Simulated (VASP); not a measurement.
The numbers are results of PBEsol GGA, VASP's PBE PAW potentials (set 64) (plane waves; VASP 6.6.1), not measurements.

VASP ran on this input.

INCAR:
```
SYSTEM = Na
PREC = Accurate
ENCUT = 400
EDIFF = 1E-7
NELM = 100
ALGO = Normal
LREAL = .FALSE.
LASPH = .TRUE.
ISMEAR = -5
GGA = PS
LWAVE = .FALSE.
LCHARG = .TRUE.
LORBIT = 11
NEDOS = 601
ISIF = 2
```

POSCAR:
```
Na
1
   -2.0680655585     2.0680655585     2.0680655585
    2.0680655585    -2.0680655585     2.0680655585
    2.0680655585     2.0680655585    -2.0680655585
Na
1
Direct
  0.0000000000   1.0000000000   1.0000000000
```

**KPOINTS**
```
kpoints
0
Gamma
 14 14 14
```

POTCAR, in this order: Na_pv (PBE.64 set). Program: vasp_std.

### Question
What does the run give for the energy per atom (σ→0), band gap (on the k-mesh)?

### Answer

```
Quantity                                                     Value
------------------------  ----------------------------------------
energy per atom (σ→0)                               -1.398 eV/atom
band gap (on the k-mesh)  none (metal, semimetal or under 0.01 eV)
```

### OSZICAR
```
...
DAV:   3    -0.139777865830E+01   -0.32101E+00   -0.32100E+00  1988   0.245E+01
DAV:   4    -0.140013061719E+01   -0.23520E-02   -0.23518E-02  1722   0.178E+00
DAV:   5    -0.140016372950E+01   -0.33112E-04   -0.33108E-04  1939   0.180E-01    0.236E-01
DAV:   6    -0.139855099817E+01    0.16127E-02   -0.31793E-03  1582   0.110E+00    0.144E-01
DAV:   7    -0.139808747971E+01    0.46352E-03   -0.28448E-03  1519   0.925E-01    0.454E-02
DAV:   8    -0.139803496082E+01    0.52519E-04   -0.20203E-04  1596   0.341E-01    0.240E-03
DAV:   9    -0.139803499255E+01   -0.31736E-07   -0.94515E-07  1820   0.147E-02
   1 F= -.13980350E+01 E0= -.13980350E+01  d E =0.000000E+00
```

The compound is Na in the bcc structure. It was relaxed first, which changed the volume by -8 %.
